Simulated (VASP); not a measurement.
# Ba3SbP (Pm-3m) in VASP: single point with LDA

Aim: the single point of Ba3SbP with LDA.

All numbers are computed with VASP 6.6.1; they aren't measurements. Logs are shortened: lines on timing, memory, paths and dates and some standing lists are left out, and cuts for length are marked.

**1. Starting point**

It takes space group Pm-3m (No. 221, cubic). Conventional cell: a = 6.113 Å, b = 6.113 Å, c = 6.113 Å, α = 90.00°, β = 90.00°, γ = 90.00°. Ba (site symmetry 4/mmm) has 2 P at 3.06 Å as nearest neighbours. Sb (site symmetry m-3m) is surrounded by 12 Ba at 4.32 Å. P (site symmetry m-3m) has 6 Ba at 3.06 Å as nearest neighbours.

The cell comes from a database or a generator and needn't be the stable form of this composition.

**2. Single point, LDA**

Input file INCAR:

```
ALGO = Normal ; EDIFF = 1E-6
ENCUT = 520 ; GGA = CA
ISIF = 2 ; ISMEAR = 0
LASPH = T ; LCHARG = T
LELF = T ; LREAL = F
LVHAR = T ; LWAVE = F
NBANDS = 28 ; NELM = 100
PREC = Accurate ; SIGMA = 0.01
```

Input file KPOINTS:

```
k-points
0
Gamma
  2 2 2
```

Input file POSCAR:

```
Ba3SbP
1.0
    6.1131770000      0.0000000000      0.0000000000
    0.0000000000      6.1131770000      0.0000000000
    0.0000000000      0.0000000000      6.1131770000
Ba Sb P
3 1 1
Direct
    0.0000000000      0.5000000000      0.5000000000
    0.5000000000      0.0000000000      0.5000000000
    0.5000000000      0.5000000000      0.0000000000
    0.0000000000      0.0000000000      0.0000000000
    0.5000000000      0.5000000000      0.5000000000
```

Potentials or basis: VASP PAW LDA potentials, release 64 (Ba_sv, Sb, P).

Launch:

```bash
cat potpaw_LDA.64/Ba_sv/POTCAR potpaw_LDA.64/Sb/POTCAR potpaw_LDA.64/P/POTCAR > POTCAR
mpirun -np 1 vasp_std > vasp.out
```

OUTCAR:

```text
EDIFF = 1E-6
   ENCUT = 520
   GGA = CA
   ISIF = 2
   ISMEAR = 0
   LASPH = T
   LREAL = F
   NELM = 100
   PREC = Accurate

 ion  position               nearest neighbor table
   1  0.000  0.500  0.500-   5 3.06   5 3.06   2 4.32   3 4.32   2 4.32   2 4.32   3 4.32   3 4.32
                             3 4.32   2 4.32
   2  0.500  0.000  0.500-   5 3.06   5 3.06   1 4.32   3 4.32   1 4.32   3 4.32   3 4.32   3 4.32
                             1 4.32   1 4.32
   3  0.500  0.500  0.000-   5 3.06   5 3.06   1 4.32   1 4.32   2 4.32   2 4.32   2 4.32   2 4.32
                             1 4.32   1 4.32
   4  0.000  0.000  0.000-
   5  0.500  0.500  0.500-   1 3.06   2 3.06   3 3.06   3 3.06   2 3.06   1 3.06

  LATTYP: Found a simple cubic cell.
 ALAT       =     6.1131770000

  Lattice vectors:

 A1 = (   6.1131770000,   0.0000000000,   0.0000000000)
 A2 = (   0.0000000000,   6.1131770000,   0.0000000000)
 A3 = (   0.0000000000,   0.0000000000,   6.1131770000)

Analysis of symmetry for initial positions (statically):
=====================================================================
 Subroutine PRICEL returns:
 Original cell was already a primitive cell.

 Routine SETGRP: Setting up the symmetry group for a
 simple cubic supercell.

 Subroutine GETGRP returns: Found 48 space group operations
 (whereof 48 operations were pure point group operations)
 out of a pool of 48 trial point group operations.

The static configuration has the point symmetry O_h .

Analysis of symmetry for dynamics (positions and initial velocities):
=====================================================================
 Subroutine PRICEL returns:
 Original cell was already a primitive cell.

 Routine SETGRP: Setting up the symmetry group for a
 simple cubic supercell.

 Subroutine GETGRP returns: Found 48 space group operations
 (whereof 48 operations were pure point group operations)
 out of a pool of 48 trial point group operations.

The dynamic configuration has the point symmetry O_h .

 Subroutine INISYM returns: Found 48 space group operations
 (whereof 48 operations are pure point group operations),
 and found     1 'primitive' translations

----------------------------------------------------------------------------------------

                                     Primitive cell

  volume of cell :     228.4551

  direct lattice vectors                    reciprocal lattice vectors
     6.113177000  0.000000000  0.000000000     0.163581064  0.000000000  0.000000000
     0.000000000  6.113177000  0.000000000     0.000000000  0.163581064  0.000000000
     0.000000000  0.000000000  6.113177000     0.000000000  0.000000000  0.163581064

  length of vectors
     6.113177000  6.113177000  6.113177000     0.163581064  0.163581064  0.163581064

  position of ions in fractional coordinates (direct lattice)
     0.000000000  0.500000000  0.500000000
     0.500000000  0.000000000  0.500000000
     0.500000000  0.500000000  0.000000000
     0.000000000  0.000000000  0.000000000
     0.500000000  0.500000000  0.500000000

  ion indices of the primitive-cell ions
   primitive index   ion index
                 1           1
                 2           2
                 3           3
                 4           4
                 5           5

----------------------------------------------------------------------------------------

 KPOINTS: k-points

Automatic generation of k-mesh.
 Grid dimensions read from file:
 generate k-points for:    2    2    2

 Generating k-lattice:

  Cartesian coordinates                     Fractional coordinates (reciprocal lattice)
     0.081790532  0.000000000  0.000000000     0.500000000  0.000000000  0.000000000
     0.000000000  0.081790532  0.000000000     0.000000000  0.500000000  0.000000000
     0.000000000  0.000000000  0.081790532     0.000000000  0.000000000  0.500000000

  Length of vectors
     0.081790532  0.081790532  0.081790532

  Shift w.r.t. Gamma in fractional coordinates (k-lattice)
     0.000000000  0.000000000  0.000000000

 Subroutine IBZKPT returns following result:
 ===========================================

 Found      4 irreducible k-points:

 Following reciprocal coordinates:
            Coordinates               Weight
  0.000000  0.000000  0.000000      1.000000
  0.500000  0.000000  0.000000      3.000000
  0.500000  0.500000  0.000000      3.000000
  0.500000  0.500000  0.500000      1.000000
   k-points           NKPTS =      4   k-points in BZ     NKDIM =      4   number of bands    NBANDS=     28
   number of dos      NEDOS =    301   number of ions     NIONS =      5
   total plane-waves  NPLWV = 110592
   dimension x,y,z NGX =    48 NGY =   48 NGZ =   48
   dimension x,y,z NGXF=    96 NGYF=   96 NGZF=   96
   ions per type =               3   1   1
   NGX,Y,Z   is equivalent  to a cutoff of  13.05, 13.05, 13.05 a.u.
   NGXF,Y,Z  is equivalent  to a cutoff of  26.11, 26.11, 26.11 a.u.
 SYSTEM =  unknown system
   PREC   = accura    normal or accurate (medium, high low for compatibility)
   ISTART =      0    job   : 0-new  1-cont  2-samecut
   ICHARG =      2    charge: 1-file 2-atom 10-const
   ISPIN  =      1    spin polarized calculation?
   LNONCOLLINEAR =      F non collinear calculations
   LSORBIT =      F    spin-orbit coupling
   LASPH  =      T    aspherical Exc in radial PAW
   ENCUT  =  520.0 eV  38.22 Ry    6.18 a.u.  11.37 11.37 11.37*2*pi/ulx,y,z
   NELM   =    100;   NELMIN=  2; NELMDL= -5     # of ELM steps
   EDIFF  = 0.1E-05   stopping-criterion for ELM
   LREAL  =      F    real-space projection
   EDIFFG = 0.1E-04   stopping-criterion for IOM
   NSW    =      0    number of steps for IOM
   IBRION =     -1    ionic relax: 0-MD 1-quasi-New 2-CG
   NFREE  =      0    steps in history (QN), initial steepest desc. (CG)
   ISIF   =      2    stress and relaxation
   ISYM   =      2    0-nonsym 1-usesym 2-fastsym
   POTIM  = 0.5000    time-step for ionic-motion
   TEBEG  =    0.0;   TEEND  =   0.0 temperature during run
   PSTRESS=    0.0 pullay stress
   NELECT =      40.0000    total number of electrons
   NUPDOWN=      -1.0000    fix difference up-down
   EMIN   =  10.00;   EMAX   =-10.00  energy-range for DOS
   EFERMI =   0.00;   METHOD = LEGACY
   ISMEAR =     0;   SIGMA  =   0.01  broadening in eV -4-tet -1-fermi 0-gaus
   EFERMI_NEDOS =   21; number of points for ismear=-14 and -15
   IALGO  =     38    algorithm
   IMIX   =      4    mixing-type and parameters
     AMIX     =   0.40;   BMIX     =  1.00
     AMIX_MAG =   1.60;   BMIX_MAG =  1.00
  volume/ion in A,a.u.               =      45.69       308.34
  Fermi-wavevector in a.u.,A,eV,Ry     =   0.915857  1.730720 11.412496  0.838795
  Thomas-Fermi vector in A             =   2.040647
   LORBIT       =      0    0 simple, 1 ext, 2 COOP (PROOUT), +10 PAW based schemes
   GGA     = CA    functional components
   LHFCALC =     F    Hartree Fock is set to
   AEXX    =    0.0000 exact exchange contribution
   IVDW    =     0    specifies the selected vdW correction
   LEPSILON=     F    determine dielectric tensor
   LRPA    =     F    only Hartree local field effects (RPA)
 non-spin polarized calculation
 Gauss-broadening in eV      SIGMA  =   0.01
  energy-cutoff  :      520.00
  volume of cell :      228.46
 maximum number of plane-waves:      6187
 NGX is ok and might be reduce to    48
   NGX = 23   NGY = 23   NGZ = 23

 number of electron      39.9999994 magnetization

 Free energy of the ion-electron system (eV)
  ---------------------------------------------------
  ext. energy  EPLUGINS =         0.00000000
  ---------------------------------------------------
  free energy    TOTEN  =       -20.81854762 eV

  energy without entropy =      -20.81853995  energy(sigma->0) =      -20.81854379

 E-fermi :   2.1746     XC(G=0):  -8.1197

 val. band max:        2.1495824932   @ k =   0.0000   0.0000   0.0000
 cond. band min:       2.1975583149   @ k =   0.0000   0.0000   0.0000
 fundamental gap:      0.0479758217
 Fermi energy:         2.1746345188

 k-point     1 :       0.0000    0.0000    0.0000
  band No.  band energies     occupation
      1     -26.1928      2.00000
      2     -26.1247      2.00000
      3     -26.1247      2.00000
      4     -11.6579      2.00000
      5     -11.6579      2.00000
      6     -11.6579      2.00000
[... 20 lines left out ...]
     27       5.1560      0.00000
     28       5.1560      0.00000

 k-point     2 :       0.5000    0.0000    0.0000
  band No.  band energies     occupation
      1     -26.1702      2.00000
      2     -26.1469      2.00000
      3     -26.1246      2.00000
      4     -11.5711      2.00000
      5     -11.5711      2.00000
      6     -11.5176      2.00000
[... 20 lines left out ...]
     27       4.4039      0.00000
     28       5.1678      0.00000

 k-point     3 :       0.5000    0.5000    0.0000
  band No.  band energies     occupation
      1     -26.1473      2.00000
      2     -26.1467      2.00000
      3     -26.1467      2.00000
      4     -11.8408      2.00000
      5     -11.6229      2.00000
      6     -11.4397      2.00000
[... 20 lines left out ...]
     27       5.0444      0.00000
     28       5.1000      0.00000

 k-point     4 :       0.5000    0.5000    0.5000
  band No.  band energies     occupation
      1     -26.1466      2.00000
      2     -26.1466      2.00000
      3     -26.1466      2.00000
      4     -12.1231      2.00000
      5     -11.6176      2.00000
      6     -11.6176      2.00000
[... 20 lines left out ...]
     27       4.2440      0.00000
     28       5.7036      0.00000

------------------------ aborting loop because EDIFF is reached ----------------------------------------

  FORCE on cell =-STRESS in cart. coord.  units (eV):
  Direction    XX          YY          ZZ          XY          YZ          ZX
  --------------------------------------------------------------------------------------
  -------------------------------------------------------------------------------------
  Total       -1.7495792     -1.7495792     -1.7495792      0.0000000     -0.0000000      0.0000000
  in kB      -12.2699639    -12.2699639    -12.2699639      0.0000000     -0.0000000      0.0000000
  external PRESSURE =     -12.2699639 kB  Pullay stress =       0.0000000 kB

 VOLUME and BASIS-vectors are now :
 -----------------------------------------------------------------------------
  energy-cutoff  :      520.00
  volume of cell :      228.46
      direct lattice vectors                 reciprocal lattice vectors
     6.113177000  0.000000000  0.000000000     0.163581064  0.000000000  0.000000000
     0.000000000  6.113177000  0.000000000     0.000000000  0.163581064  0.000000000
     0.000000000  0.000000000  6.113177000     0.000000000  0.000000000  0.163581064

 POSITION                                       TOTAL-FORCE (eV/Angst)
 -----------------------------------------------------------------------------------
      0.00000      3.05659      3.05659         0.000000      0.000000      0.000000
      3.05659      0.00000      3.05659         0.000000      0.000000      0.000000
      3.05659      3.05659      0.00000         0.000000      0.000000      0.000000
      0.00000      0.00000      0.00000         0.000000      0.000000      0.000000
      3.05659      3.05659      3.05659         0.000000      0.000000      0.000000
 -----------------------------------------------------------------------------------
    total drift:                                0.000000     -0.000000     -0.000000

  FREE ENERGIE OF THE ION-ELECTRON SYSTEM (eV)
  ---------------------------------------------------
  free  energy   TOTEN  =       -20.8185476160 eV

  energy  without entropy=      -20.8185399544  energy(sigma->0) =      -20.81854379
```

Run time: 19 s. Hardware: 1 thread of Intel Xeon 6975P-C (Granite Rapids), shared host; peak memory 0.25 GiB.

What came out:

| Item | Value |
| --- | --- |
| Free energy | -20.8185 eV |
| Pressure | -1.2 GPa |
| Band gap on the k mesh | 0.05 eV, direct |

Levels at points of the mesh, in eV from the valence-band top:
```tsv
k point	band 17	band 18	band 19	band 20	band 21	band 22	band 23	band 24
(0.00, 0.00, 0.00)	-0.57	0.00	0.00	0.00	0.05	0.29	0.29	0.37
(0.50, 0.00, 0.00)	-0.77	-0.77	-0.69	-0.69	0.64	1.17	1.29	1.91
(0.50, 0.50, 0.00)	-1.14	-1.14	-1.01	-0.95	1.67	1.67	1.78	1.97
(0.50, 0.50, 0.50)	-2.60	-0.78	-0.78	-0.78	1.42	1.42	1.42	1.51
```

Caveat: the k mesh is coarse (spacing up to 0.51 Å⁻¹), so the values aren't converged; spin-orbit coupling is left out, which moves the levels of the heavy elements.
